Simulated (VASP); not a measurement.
An input for Quantum ESPRESSO's pw.x (written as the equivalent of a VASP run, and not itself run):

```
&CONTROL
  calculation = 'scf'
  pseudo_dir = './pseudo'
  outdir = './out'
  tprnfor = .true.
  tstress = .true.
/
&SYSTEM
  ibrav = 0
  nat = 1
  ntyp = 1
  ecutwfc = 72
  occupations = 'smearing'
  smearing = 'methfessel-paxton'
  degauss = 0.00735
  input_dft = 'pz'
/
&ELECTRONS
  conv_thr = 7.3e-09
  electron_maxstep = 100
/
ATOMIC_SPECIES
  Ca 40.078 Ca.upf
CELL_PARAMETERS angstrom
     0.0000000    2.6141639    2.6141639
     2.6141639    0.0000000    2.6141639
     2.6141639    2.6141639    0.0000000
ATOMIC_POSITIONS crystal
  Ca   0.0000000  1.0000000  0.0000000
K_POINTS automatic
  12 12 12 0 0 0
```

Write the VASP files for the same calculation (LDA).

Several could match; the one computed here: 
### KPOINTS
```
Automatic mesh
0
Gamma
12 12 12
0 0 0
```

POSCAR:
```
Ca
1
    0.0000000000     2.6141638802     2.6141638802
    2.6141638802     0.0000000000     2.6141638802
    2.6141638802     2.6141638802     0.0000000000
Ca
1
Direct
  0.0000000000   1.0000000000   0.0000000000
```

**INCAR**
```
SYSTEM = Ca
PREC = Accurate
ENCUT = 520
EDIFF = 1E-7
NELM = 100
ALGO = Normal
LREAL = .FALSE.
LASPH = .TRUE.
ISMEAR = 1
SIGMA = 0.1
LWAVE = .FALSE.
LCHARG = .FALSE.
ISIF = 2
```

POTCAR, in this order: Ca_sv (LDA.64 set). Program: vasp_std.

The two are equivalent in intent, not identical: the potentials are each code's own (VASP's PAW set, PseudoDojo norm-conserving files in pw.x), so ENCUT and ecutwfc are chosen apart and not converted; conv_thr bounds pw.x's estimated SCF error, while EDIFF bounds the energy change between steps.

The compound is Ca in the fcc structure. This cell is one point of a volume scan, at 0.94 of the reference volume.
